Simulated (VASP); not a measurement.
A run of VASP 6.6.1:

The input INCAR:

```
ALGO = Fast
EDIFF = 1E-8
ENCUT = 600
IBRION = 8
ISIF = 2
ISMEAR = 0
LASPH = True
LCHARG = False
LEPSILON = True
LREAL = False
LWAVE = False
NELM = 60
NSW = 1
PREC = Accurate
SIGMA = 0.02
```

KPOINTS

```
k-points
0
Gamma
  9 9 2
```

The input POSCAR:

```
Be3N2
1.0
    2.8416792300      0.0000000000      0.0000000000
   -1.4208396100      2.4609664000      0.0000000000
    0.0000000000      0.0000000000      9.7468410100
Be N
6 4
Direct
    0.3333333300      0.6666666700      0.0784859700
    0.6666666700      0.3333333300      0.5784859700
    0.6666666700      0.3333333300      0.9215140300
    0.3333333300      0.6666666700      0.4215140300
    0.0000000000      0.0000000000      0.2500000000
    0.0000000000      0.0000000000      0.7500000000
    0.0000000000      0.0000000000      0.0000000000
    0.0000000000      0.0000000000      0.5000000000
    0.3333333300      0.6666666700      0.2500000000
    0.6666666700      0.3333333300      0.7500000000
```

Potentials or basis: VASP PAW LDA potentials, release 64 (Be, N).

The run is started by

```sh
$ cat potpaw_LDA.64/Be/POTCAR potpaw_LDA.64/N/POTCAR > POTCAR
$ mpirun -np 1 vasp_std > vasp.out
```

Hardware: 1 thread of Intel(R) Xeon(R) Platinum 8259CL CPU @ 2.50GHz (Skylake/Cascade Lake) (shared host).

Problem. How long does it take, and how much memory?

Solution. Run time: 29 min on 1 thread of Intel(R) Xeon(R) Platinum 8259CL CPU @ 2.50GHz (Skylake/Cascade Lake) (shared host), peak memory 0.5 GiB. Counts: scf iterations 226, k points 24.
